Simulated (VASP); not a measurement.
An input for Ansatz (written as the equivalent of a VASP run, and not itself run):

Ansatz 0.2 input:
```yaml
crystal:
  lattice:
    - [2.3656180, 0.0000000, 0.0000000]
    - [0.0000000, 2.3656180, 0.0000000]
    - [0.0000000, 0.0000000, 2.3656180]
  atoms:
    - { symbol: Fe, position: [0.0000000, 0.0000000, 0.0000000], spin: 4 }
kpoints:
  mp_grid: { grid: [14, 14, 14] }
hamiltonian:
  xc: r2scan
  pseudopotentials: { kind: paw }
magnetization: { spin_polarized: true }
scf:
  occupations: { method: methfessel_paxton, width: 0.1 }
  max_iter: 100
relax:
  max_steps: 60
  f_tol: 0.01
  cell: {}
output: { forces: true, stress: true, eigenvalues: true }
```

Question: Translate this input to VASP (INCAR, KPOINTS, POSCAR, choice of POTCAR).

Answer: One answer among several that fit: 
**POSCAR**
```
Fe
1
    2.3656180000     0.0000000000     0.0000000000
    0.0000000000     2.3656180000     0.0000000000
    0.0000000000     0.0000000000     2.3656180000
Fe
1
Direct
  0.0000000000   0.0000000000   0.0000000000
```

File KPOINTS:
```
Automatic mesh
0
Gamma
14 14 14
0 0 0
```

**INCAR**
```
ISPIN  =  2   ! spin-polarised
NSW  =  60   ! most ionic steps
SIGMA  =  0.1   ! width (eV)
IBRION  =  2   ! conjugate gradients
SYSTEM  =  Fe
NELM  =  100
ISIF  =  3   ! ions, shape and volume
LMIXTAU  =  .TRUE.
LWAVE  =  .FALSE.
PREC  =  Accurate
ISMEAR  =  1   ! Methfessel-Paxton
ENCUT  =  400   ! plane-wave cut-off (eV)
LASPH  =  .TRUE.
EDIFF  =  1E-6
LCHARG  =  .FALSE.
LORBIT  =  10
EDIFFG  =  -0.01   ! ionic stop
LREAL  =  .FALSE.
MAGMOM  =  4.0
METAGGA  =  R2SCAN
ALGO  =  Normal
LMAXMIX  =  4
```

POTCAR, in this order: Fe (PBE.64 set). Program: vasp_std.

The two are equivalent in intent, not identical: each code has its own PAW files, so the cut-off isn't converted (ENCUT is set for VASP's; basis.ecutwfc is left out, and Ansatz then takes the one that its files recommend); Ansatz stops its SCF on the density residual and VASP on the energy change (EDIFF).

The structure was generated: Fe was put into the simple-cubic type (Pm-3m), which need not be its known phase. This run relaxes it. Symmetry was kept, so distortions that lower it aren't found.
